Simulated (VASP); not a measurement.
Input:

```
Al2Pt
1.0
    0.00000     2.94540     2.94540
    2.94540     0.00000     2.94540
    2.94540     2.94540     0.00000
Al Pt
2 1
Cartesian
  1.47270   1.47270   1.47270
  4.41809   4.41809   4.41809
  0.00000   0.00000   0.00000
```

Calculation: r2SCAN+rVV10, VASP's PBE PAW potentials (set 64) (plane waves; VASP 6.6.1). Run with 520 eV cut-off, 10×10×10 Γ-centred mesh, tetrahedra with Blöchl corrections, potentials Al Pt.

Problem. Give the energies of bands 1 to 11 at the high-symmetry points, in eV from the Fermi level.

Solution. 
```
band       Γ      X      U      L      W
----  ------  -----  -----  -----  -----
1     -10.84  -6.70  -6.83  -8.37  -6.31
2      -5.39  -6.40  -6.21  -6.41  -6.31
3      -5.39  -6.09  -5.92  -5.04  -5.79
4      -5.39  -4.01  -4.61  -5.04  -5.42
5      -3.96  -4.01  -4.21  -3.94  -4.01
6      -3.96  -3.66  -3.89  -3.70  -3.48
7       3.74  -3.41  -3.22  -3.70  -2.95
8       3.96  -1.75  -2.12   1.03  -2.95
9       3.96  -1.75  -0.68   1.03  -0.94
10      3.96   3.61   3.71   4.31   5.66
11      5.83   3.71   5.85   5.55   5.66
```

It has no gap at this level: it comes out as a metal or semimetal.

The compound is PtAl2 in the fluorite structure. It was relaxed first.
